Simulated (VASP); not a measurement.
All values below come from revPBE GGA, VASP's PBE PAW potentials (set 64) (plane waves; VASP).

A VASP calculation is set up with these files.

**POSCAR**
```
BAs
1.0
  0.0000000000   2.4197098865   2.4197098865
  2.4197098865   0.0000000000   2.4197098865
  2.4197098865   2.4197098865   0.0000000000
B As
1 1
Cartesian
  0.0000000000   0.0000000000   0.0000000000
  1.2098549433   1.2098549433   1.2098549433
```

### INCAR
```
# general
SYSTEM   =  BAs
PREC     =  Accurate
ENCUT    =  520
LREAL    =  .FALSE.
LASPH    =  .TRUE.
ICHARG   =  11

# electronic loop
EDIFF    =  1E-7
NELM     =  100
ALGO     =  Normal
LMAXMIX  =  4

# smearing
ISMEAR   =  0
SIGMA    =  0.05

# functional
GGA      =  RE

# output
LWAVE    =  .FALSE.
LCHARG   =  .FALSE.
LORBIT   =  11
```

**KPOINTS**
```
k-points along high-symmetry lines
15
Line-mode
Reciprocal
  0.000000   0.000000   0.000000 ! GAMMA
 -0.500000  -0.500000   0.000000 ! X

 -0.500000  -0.500000   0.000000 ! X
 -0.375000  -0.375000   0.250000 ! U

 -0.375000  -0.000000   0.375000 ! K
  0.000000   0.000000   0.000000 ! GAMMA

  0.000000   0.000000   0.000000 ! GAMMA
 -0.000000  -0.000000   0.500000 ! L

 -0.000000  -0.000000   0.500000 ! L
 -0.500000  -0.250000   0.250000 ! W

 -0.500000  -0.250000   0.250000 ! W
 -0.500000  -0.500000   0.000000 ! X
```

POTCAR, in this order: B As (PBE.64 set). Program: vasp_std. Read from the step before: CHGCAR.

The resulting files:

OUTCAR:
```
 ion  position               nearest neighbor table
   1  0.000  0.000  0.000-   2 2.10   2 2.10   2 2.10   2 2.10
   2  0.250  0.250  0.250-   1 2.10   1 2.10   1 2.10   1 2.10
  LATTYP: Found a face centered cubic cell.
 ALAT       =     4.8394197730
 Subroutine PRICEL returns:
 Original cell was already a primitive cell.
 Subroutine GETGRP returns: Found 24 space group operations
The static configuration has the point symmetry T_d .
The dynamic configuration has the point symmetry T_d .
 Subroutine INISYM returns: Found 24 space group operations
   k-points           NKPTS =     90   k-points in BZ     NKDIM =     90   number of bands    NBANDS=      8
   number of dos      NEDOS =    301   number of ions     NIONS =      2
   total plane-waves  NPLWV =  21952
   dimension x,y,z NGX =    28 NGY =   28 NGZ =   28
   dimension x,y,z NGXF=    56 NGYF=   56 NGZF=   56
   ions per type =               1   1
   PREC   = accura    normal or accurate (medium, high low for compatibility)
   ISTART =      0    job   : 0-new  1-cont  2-samecut
   ICHARG =     11    charge: 1-file 2-atom 10-const
   ISPIN  =      1    spin polarized calculation?
   LNONCOLLINEAR =      F non collinear calculations
   LSORBIT =      F    spin-orbit coupling
   INIWAV =      1    electr: 0-lowe 1-rand  2-diag
   ENCUT  =  520.0 eV  38.22 Ry    6.18 a.u.   6.36  6.36  6.36*2*pi/ulx,y,z
   NELM   =    100;   NELMIN=  2; NELMDL= -5     # of ELM steps
   EDIFF  = 0.1E-06   stopping-criterion for ELM
   LREAL  =      F    real-space projection
   NLSPLINE    = F    spline interpolate recip. space projectors
   LMAXMIX     =    4 max onsite mixed and CHGCAR
   VOSKOWN=      0    Vosko Wilk Nusair interpolation
   EDIFFG = 0.1E-05   stopping-criterion for IOM
   NSW    =      0    number of steps for IOM
   NBLOCK =      1;   KBLOCK =      1    inner block; outer block
   IBRION =     -1    ionic relax: 0-MD 1-quasi-New 2-CG
   NFREE  =      0    steps in history (QN), initial steepest desc. (CG)
   ISIF   =      2    stress and relaxation
   ISYM   =      2    0-nonsym 1-usesym 2-fastsym
   TEIN   =    0.0    initial temperature
   TEBEG  =    0.0;   TEEND  =   0.0 temperature during run
...
```

File OSZICAR:
```
       N       E                     dE             d eps       ncg     rms          rms(c)
DAV:   1     0.164114076099E+02    0.16411E+02   -0.39294E+03  1440   0.873E+02
DAV:   2    -0.850153071705E+01   -0.24913E+02   -0.23826E+02  2208   0.102E+02
DAV:   3    -0.886246995510E+01   -0.36094E+00   -0.36094E+00  1728   0.167E+01
DAV:   4    -0.886298899804E+01   -0.51904E-03   -0.51904E-03  2120   0.679E-01
DAV:   5    -0.886298936041E+01   -0.36237E-06   -0.36245E-06  1720   0.128E-02
DAV:   6    -0.886298936149E+01   -0.10846E-08   -0.10847E-08  2104   0.484E-04
   1 F= -.88629894E+01 E0= -.88629894E+01  d E =-.131908E-17
```

File OUTCAR:
```
 val. band max:        5.7824367226   @ k =   0.0000   0.0000   0.0000

 cond. band min:       7.0211967190   @ k =  -0.3929  -0.3929   0.0000



 k-point     1 :       0.0000    0.0000    0.0000
  band No.  band energies     occupation
      1      -9.2741      2.00000
      2       5.7824      2.00000
      3       5.7824      2.00000
      4       5.7824      2.00000
      5       9.0107      0.00000
      6       9.0107      0.00000
      7       9.0107      0.00000
      8       9.9966      0.00000

 k-point     2 :      -0.0357   -0.0357    0.0000
  band No.  band energies     occupation
      1      -9.2470      2.00000
      2       5.6275      2.00000
      3       5.6523      2.00000
      4       5.6523      2.00000
      5       8.9256      0.00000
      6       9.1706      0.00000
      7       9.1706      0.00000
      8      10.1519      0.00000

 k-point     3 :      -0.0714   -0.0714    0.0000
  band No.  band energies     occupation
      1      -9.1660      2.00000
      2       5.2122      2.00000
      3       5.3232      2.00000
      4       5.3232      2.00000
      5       8.7303      0.00000
      6       9.5884      0.00000
      7       9.5884      0.00000
      8      10.5066      0.00000

 k-point     4 :      -0.1071   -0.1071    0.0000
  band No.  band energies     occupation
      1      -9.0314      2.00000
      2       4.6294      2.00000
      3       4.8974      2.00000
      4       4.8974      2.00000
      5       8.4845      0.00000
      6      10.1605      0.00000
      7      10.1605      0.00000
      8      10.8892      0.00000

 k-point     5 :      -0.1429   -0.1429    0.0000
  band No.  band energies     occupation
      1      -8.8438      2.00000
      2       3.9516      2.00000
      3       4.4428      2.00000
      4       4.4428      2.00000
      5       8.2173      0.00000
      6      10.8172      0.00000
      7      10.8172      0.00000
      8      11.1377      0.00000
...
```

The density is held fixed in this step, so its total energy and stress have no physical meaning.

The compound is BAs in the zinc blende structure. It was relaxed first.
